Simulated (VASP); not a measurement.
```xyz
6
Lattice="5.4281 0.0000 0.0000 -2.7141 4.7009 0.0000 0.0000 0.0000 6.7469" Properties=species:S:1:pos:R:3 pbc="T T T"
Tl     0.0000     3.1339     1.6867
Tl     2.7141     1.5670     5.0602
Gd     0.0000     3.1339     5.0602
Gd     2.7141     1.5670     1.6867
Gd     0.0000     0.0000     0.0000
Gd     0.0000     0.0000     3.3735
```

These are r2SCAN meta-GGA, VASP's PBE PAW potentials (set 64) (plane waves; VASP) values and carry that method's errors. Run with 400 eV cut-off, 6×6×4 Γ-centred mesh, first-order Methfessel-Paxton smearing of 0.10 eV, potentials Tl_d Gd_3.

The 4f electrons are frozen in the core of the lanthanide potential, so 4f levels, which can set the real gap, and their magnetism are missing. Unless said otherwise, spin-orbit coupling is left out, though it shifts the bands of the heavy elements here.

### Question
What does the run give for the energy per atom (σ→0), band gap (on the k-mesh) with the smallest direct gap where there is one?

### Answer

```
Item                                                         Value
------------------------  ----------------------------------------
band gap (on the k-mesh)  none (metal, semimetal or under 0.01 eV)
energy per atom (σ→0)                              -38.514 eV/atom
```

Only differences to runs with the same potentials and settings are physical.

The structure comes from a measured Gd2Tl entry (P6_3/mmc) of the Crystallography Open Database, whose conditions weren't checked. It was relaxed first. The start is the result of an earlier pass.
